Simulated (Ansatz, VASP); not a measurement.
AgB2: VASP beside Ansatz

```xyz
3
Lattice="3.0197 0.0000 0.0000 -1.5099 2.6152 0.0000 0.0000 0.0000 3.2613" Properties=species:S:1:pos:R:3 pbc="T T T"
Ag    0.0000    0.0000    0.0000
B     0.0000    1.7434    1.6306
B     1.5099    0.8717    1.6306
```

Alike in both runs: task relaxation of cell and atoms; functional PBE; k mesh 10 × 10 × 8; occupations gaussian, width 0.05 eV; no spin polarisation.

|  | VASP | Ansatz |
| --- | --- | --- |
| version | VASP 6.6.1 | Ansatz 0.2.0 |
| potentials or method | VASP PAW PBE potentials, release 64 (Ag, B) | scalar-relativistic, plane waves, PAW |
| plane-wave cutoff (eV) | 600 | 420 |
| valence electrons in the cell | 17 | 25 |

```tsv
	VASP	Ansatz	Ansatz less VASP
gap on the k mesh at the Fermi level, each at its own relaxed structure (eV)	none	none	-
relaxed volume (Å³/atom)	10.73	10.74	+0.008
relaxed cell length with the largest relative difference (Å)	4.084	4.087	+0.0027
energy change over the relaxation (meV/atom)	-384	-387	-2.5
```

A gap of «none» marks a metal or a gap that the smearing closes. The two sets of potentials don't hold the same shells in valence.

Caveats: the volume moved by over 15 % at a fixed basis, so the end points are rough; the volume moved by +25 % from the deposited cell, more than functionals usually miss. Zero-point motion and thermal expansion aren't in these numbers. PBE usually gives volumes a little too large and moduli too small.
